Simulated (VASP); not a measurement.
Crystal: Bi2Te3 (Tellurobismuthite).

```
CELL_PARAMETERS angstrom
2.19300 1.26613 10.16567
-2.19300 1.26613 10.16567
0.00000 -2.53226 10.16567
ATOMIC_POSITIONS crystal
Bi 0.40000 0.40000 0.40000
Bi 0.60000 0.60000 0.60000
Te 0.00000 0.00000 0.00000
Te 0.20950 0.20950 0.20950
Te 0.79050 0.79050 0.79050
```

- Program: VASP 6.6.1
- Task: relaxation of cell and atoms
- Functional: PBE
- Potentials or basis: VASP PAW PBE potentials, release 64 (Bi, Te)
- Cutoff: 300 eV
- k mesh: 4 × 4 × 4
- Occupations: gaussian, width 0.03 eV
- Spin: no spin polarisation

At the start: pressure 1.9 GPa; volume 33.87 Å³/atom.

Question: Where does the relaxation end?

Answer: Over 31 steps the energy falls by 13.5 meV/atom and the volume is 36.50 Å³/atom (+7.8 %); space group R-3m (No. 166, to 0.05 Å).

The path:
| step | energy change (eV) | largest force (eV/Å) | pressure (GPa) | volume (Å³) |
| --- | --- | --- | --- | --- |
| 1 | 0.0000 | 0.0441 | 1.86 | 169.36 |
| 2 | -0.0262 | 0.3504 | -0.90 | 179.16 |
| 3 | -0.0357 | 0.2497 | -0.02 | 175.70 |
| 4 | -0.0413 | 0.1813 | -0.01 | 176.17 |
| 5 | -0.0453 | 0.1290 | 0.02 | 177.00 |
| 6 | -0.0480 | 0.1107 | -0.01 | 177.34 |
| 7 | -0.0546 | 0.0594 | -0.10 | 178.38 |
| 8 | -0.0611 | 0.0693 | -0.22 | 180.45 |
| 9 | -0.0634 | 0.0246 | 0.12 | 179.61 |
| 10 | -0.0635 | 0.0183 | 0.19 | 179.43 |
| 11 | -0.0651 | 0.0042 | 0.17 | 179.88 |
| 12 | -0.0663 | 0.0185 | 0.15 | 180.55 |
| 13 | -0.0663 | 0.0234 | 0.14 | 180.70 |
| 14 | -0.0665 | 0.0486 | -0.14 | 181.91 |
| 15 | -0.0667 | 0.0293 | -0.02 | 181.38 |
| 16 | -0.0669 | 0.0205 | -0.01 | 181.44 |
| 17 | -0.0670 | 0.0147 | 0.00 | 181.52 |
| 18 | -0.0670 | 0.0094 | 0.01 | 181.53 |
| 19 | -0.0672 | 0.0123 | 0.03 | 181.56 |
| 20 | -0.0672 | 0.0161 | 0.01 | 181.71 |
| 21 | -0.0673 | 0.0266 | -0.07 | 182.18 |
| 22 | -0.0674 | 0.0257 | -0.06 | 182.21 |
| 23 | -0.0674 | 0.0229 | -0.06 | 182.28 |
| 24 | -0.0675 | 0.0176 | -0.05 | 182.44 |
| 25 | -0.0676 | 0.0200 | -0.04 | 182.75 |
| 26 | -0.0676 | 0.0155 | -0.04 | 182.67 |
| 27 | -0.0676 | 0.0158 | -0.02 | 182.56 |
| 28 | -0.0676 | 0.0162 | 0.03 | 182.41 |
| 29 | -0.0676 | 0.0160 | 0.03 | 182.44 |
| 30 | -0.0677 | 0.0112 | 0.03 | 182.46 |
| 31 | -0.0677 | 0.0045 | 0.01 | 182.51 |

Final structure:
```
Bi Te
1.0
     2.22301    1.28346   10.66154
    -2.22301    1.28346   10.66154
     0.00000   -2.56692   10.66154
Bi Te
2 3
Cartesian
  0.0000 0.0000 12.7022
  0.0000 0.0000 19.2825
  0.0000 0.0000 0.0000
  0.0000 0.0000 6.8992
  0.0000 0.0000 25.0854
```
